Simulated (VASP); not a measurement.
The input files of a VASP run:

POSCAR:
```
Ru
1
    1.3550000000    -2.3469290000     0.0000000000
    1.3550000000     2.3469290000     0.0000000000
    0.0000000000     0.0000000000     4.2800000000
Ru
2
Direct
  0.3333330000   0.6666670000   0.2500000000
  0.6666670000   0.3333330000   0.7500000000
```

File KPOINTS:
```
Automatic mesh
0
Gamma
12 12 7
0 0 0
```

### INCAR
```
SYSTEM = Ru
PREC = Accurate
ENCUT = 400
EDIFF = 1E-6
NELM = 60
ALGO = VeryFast
LREAL = .FALSE.
LASPH = .TRUE.
ISMEAR = 1
SIGMA = 0.1
GGA = PE
LMAXMIX = 4
LWAVE = .FALSE.
LCHARG = .FALSE.
ISIF = 2
NELMDL = -1
```

POTCAR, in this order: Ru_pv (PBE.64 set). Program: vasp_std.

What VASP printed:

### standard output
```
...
WARNING in EDDRMM: call to ZHEGV failed, returncode =   6  3      3
WARNING in EDDRMM: call to ZHEGV failed, returncode =   8  4      2
RMM:  33     0.141495329629E+04   -0.15131E+00   -0.14878E+00  5433   0.503E+00    0.141E+01
RMM:  34     0.141481450026E+04   -0.13880E+00   -0.13675E+00  5350   0.470E+00    0.147E+01
RMM:  35     0.141469360028E+04   -0.12090E+00   -0.11889E+00  5282   0.442E+00    0.159E+01
RMM:  36     0.141458199086E+04   -0.11161E+00   -0.11007E+00  5173   0.414E+00    0.167E+01
RMM:  37     0.141448416876E+04   -0.97822E-01   -0.96331E-01  4951   0.391E+00    0.175E+01
RMM:  38     0.141439380578E+04   -0.90363E-01   -0.89198E-01  4988   0.367E+00    0.180E+01
WARNING in EDDRMM: call to ZHEGV failed, returncode =   8  4      3
RMM:  39     0.141431391602E+04   -0.79890E-01   -0.78803E-01  4877   0.346E+00    0.182E+01
WARNING in EDDRMM: call to ZHEGV failed, returncode =   6  3      1
WARNING in EDDRMM: call to ZHEGV failed, returncode =   6  3      5
RMM:  40     0.141424065159E+04   -0.73264E-01   -0.72393E-01  4695   0.325E+00    0.186E+01
RMM:  41     0.141417591501E+04   -0.64737E-01   -0.63915E-01  4800   0.307E+00    0.185E+01
RMM:  42     0.141411625285E+04   -0.59662E-01   -0.59012E-01  5298   0.291E+00    0.173E+01
RMM:  43     0.141406348080E+04   -0.52772E-01   -0.52009E-01  5298   0.274E+00    0.168E+01
WARNING in EDDRMM: call to ZHEGV failed, returncode =   8  4      8
RMM:  44     0.141401429969E+04   -0.49181E-01   -0.48656E-01  5220   0.259E+00    0.160E+01
RMM:  45     0.141397057799E+04   -0.43722E-01   -0.43205E-01  5130   0.246E+00    0.156E+01
RMM:  46     0.141393006395E+04   -0.40514E-01   -0.40161E-01  5185   0.233E+00    0.150E+01
RMM:  47     0.141389356000E+04   -0.36504E-01   -0.36198E-01  5456   0.224E+00    0.152E+01
RMM:  48     0.141385973541E+04   -0.33825E-01   -0.33448E-01  5184   0.209E+00    0.150E+01
RMM:  49     0.141382923183E+04   -0.30504E-01   -0.30145E-01  5141   0.198E+00    0.148E+01
RMM:  50     0.141380092095E+04   -0.28311E-01   -0.28007E-01  5320   0.188E+00    0.146E+01
RMM:  51     0.141377537777E+04   -0.25543E-01   -0.25205E-01  5440   0.181E+00    0.144E+01
WARNING in EDDRMM: call to ZHEGV failed, returncode =   8  4      6
WARNING in EDDRMM: call to ZHEGV failed, returncode =   6  3      6
RMM:  52     0.141375159730E+04   -0.23780E-01   -0.23543E-01  5242   0.170E+00    0.147E+01
RMM:  53     0.141373013221E+04   -0.21465E-01   -0.21270E-01  5046   0.161E+00    0.147E+01
RMM:  54     0.141370996580E+04   -0.20166E-01   -0.19982E-01  4522   0.153E+00    0.149E+01
RMM:  55     0.141369181649E+04   -0.18149E-01   -0.18011E-01  5138   0.146E+00    0.148E+01
WARNING in EDDRMM: call to ZHEGV failed, returncode =   6  3      6
RMM:  56     0.141367460245E+04   -0.17214E-01   -0.17073E-01  4304   0.138E+00    0.149E+01
WARNING in EDDRMM: call to ZHEGV failed, returncode =   6  3      8
RMM:  57     0.141365934791E+04   -0.15255E-01   -0.15191E-01  5317   0.133E+00    0.146E+01
RMM:  58     0.141364477995E+04   -0.14568E-01   -0.14460E-01  4253   0.126E+00    0.147E+01
WARNING in EDDRMM: call to ZHEGV failed, returncode =   8  4      4
RMM:  59     0.141363185341E+04   -0.12927E-01   -0.12867E-01  4722   0.120E+00    0.147E+01
WARNING in EDDRMM: call to ZHEGV failed, returncode =   6  3     10
RMM:  60     0.141361952267E+04   -0.12331E-01   -0.12247E-01  4257   0.114E+00

 -----------------------------------------------------------------------------
|                                                                             |
|           W    W    AA    RRRRR   N    N  II  N    N   GGGG   !!!           |
|           W    W   A  A   R    R  NN   N  II  NN   N  G    G  !!!           |
|           W    W  A    A  R    R  N N  N  II  N N  N  G       !!!           |
|           W WW W  AAAAAA  RRRRR   N  N N  II  N  N N  G  GGG   !            |
|           WW  WW  A    A  R   R   N   NN  II  N   NN  G    G                |
|           W    W  A    A  R    R  N    N  II  N    N   GGGG   !!!           |
|                                                                             |
|     The electronic self-consistency was not achieved in the given           |
|     number of steps (NELM). The forces and other quantities evaluated       |
|     might not be reliable so examine the results carefully. If you find     |
|     spurious results, we suggest increasing NELM, if you were close to      |
|     convergence or switching to a different ALGO or adjusting the           |
|     density mixing parameters otherwise.                                    |
|                                                                             |
 -----------------------------------------------------------------------------

   1 F= 0.14136195E+04 E0= 0.14136196E+04  d E =-.327980E-03
```

File OUTCAR:
```
------------------------ aborting loop EDIFF was not reached (unconverged)  ----------------------------
  FORCE on cell =-STRESS in cart. coord.  units (eV):
  Direction    XX          YY          ZZ          XY          YZ          ZX
  --------------------------------------------------------------------------------------
  Total       66.2769441     66.2769529     66.7162271      0.0000000     -0.0000000      0.0000000
  in kB     3900.8571524   3900.8576701   3926.7119983      0.0000000     -0.0000000      0.0000000
  external PRESSURE =    3909.4756069 kB  Pullay stress =       0.0000000 kB
  volume of cell :       27.22
      direct lattice vectors                 reciprocal lattice vectors
     1.355000000 -2.346929000  0.000000000     0.369003690 -0.213044366  0.000000000
     1.355000000  2.346929000  0.000000000     0.369003690  0.213044366  0.000000000
     0.000000000  0.000000000  4.280000000     0.000000000  0.000000000  0.233644860
 POSITION                                       TOTAL-FORCE (eV/Angst)
 -----------------------------------------------------------------------------------
      1.35500      0.78231      1.07000         0.000000     -0.000000      0.000000
      1.35500     -0.78231      3.21000        -0.000000      0.000000      0.000000
 -----------------------------------------------------------------------------------
    total drift:                                0.000000     -0.000002      0.000028
  FREE ENERGIE OF THE ION-ELECTRON SYSTEM (eV)
  ---------------------------------------------------
  free  energy   TOTEN  =      1413.6195226673 eV

  energy  without entropy=     1413.6198506468  energy(sigma->0) =     1413.61963199
```
(Selected blocks of OUTCAR.)

Problem. Read input and log: which fault does this run have?
A. fractional coordinates stand under the word Cartesian
B. molecular dynamics (IBRION = 0) was asked for without POTIM
C. the Γ-only program was given a k-mesh
D. ALGO = VeryFast starts from random orbitals with almost no delay (NELMDL = -1)

Solution. D, ALGO = VeryFast starts from random orbitals with almost no delay (NELMDL = -1). The run did not converge; its last values are not results. Against the sound run, the energy per atom (σ→0) goes up by 716.045 eV/atom; the pressure increases by 388.44 GPa.

To mend it, set ALGO = Normal, remove NELMDL.

The mended run (PBE GGA, plane waves, VASP's PBE PAW potentials (set 64)) converges, and its OSZICAR ends with
```
   1 F= -.18470658E+02 E0= -.18470652E+02  d E =-.174600E-04
```

The compound is Ru in the hcp structure. The cell was not relaxed at this level.
